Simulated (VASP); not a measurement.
A convergence study with VASP on ZnCu2SnS4 (space group no. 82 when undisturbed): one setting is varied, all else stays as given below, so the limit is that of these other settings. One atom is moved off its site, so that forces are finite.

```yaml
crystal:
  lattice:
    - [-2.69162, 2.69162, 5.38415]
    - [2.69162, -2.69162, 5.38415]
    - [2.69162, 2.69162, -5.38415]
  atoms:
    - { symbol: Zn, position: [0.75464, 0.25464, 0.50000] }
    - { symbol: Cu, position: [0.00000, 0.00000, 0.00000] }
    - { symbol: Cu, position: [0.25000, 0.75000, 0.50000] }
    - { symbol: Sn, position: [0.50000, 0.50000, 0.00000] }
    - { symbol: S, position: [0.36432, 0.37124, 0.47758] }
    - { symbol: S, position: [0.62876, 0.10634, 0.99308] }
    - { symbol: S, position: [0.89366, 0.88674, 0.52242] }
    - { symbol: S, position: [0.11326, 0.63568, 0.00692] }
```

Computed with LDA (Ceperley-Alder, Perdew-Zunger), VASP's LDA PAW potentials (set 64) (plane waves; VASP). The tightest run used: 300 eV cut-off, 9×9×9 Γ-centred mesh, Gaussian smearing of 0.20 eV, potentials Zn Cu Sn_d S.

Q: The settings run are 2×2×2 mesh; 3×3×3 mesh; 4×4×4 mesh; 5×5×5 mesh; 6×6×6 mesh; 8×8×8 mesh; 9×9×9 mesh. From which on does the energy per atom stay within 0.001 eV/atom of the tightest run?

A: From 5×5×5 mesh on: it is off by 0.0004 there and by no more than 0.001 in any finer run, while 4×4×4 mesh is off by 0.0012.
```csv
setting,E (eV/atom),pressure (GPa),irreducible k-points,difference judged (eV/atom)
2×2×2 mesh,-4.7707,-3.01,6,0.0260
3×3×3 mesh,-4.7919,-3.20,10,0.0047
4×4×4 mesh,-4.7954,-3.24,24,0.0012
5×5×5 mesh,-4.7962,-3.20,39,0.0004
6×6×6 mesh,-4.7964,-3.20,68,0.0002
8×8×8 mesh,-4.7966,-3.20,150,0.0000
9×9×9 mesh,-4.7966,-3.23,205,0.0000
```

Left out are rungs that failed or repeat a setting and relaxations that didn't move; long series are thinned to 24 rows.

The structure comes from a computed database's ZnCu2SnS4 entry (space group no. 82), a phase known from measurement. The cell was not relaxed at this level, it is distorted from the ideal structure.
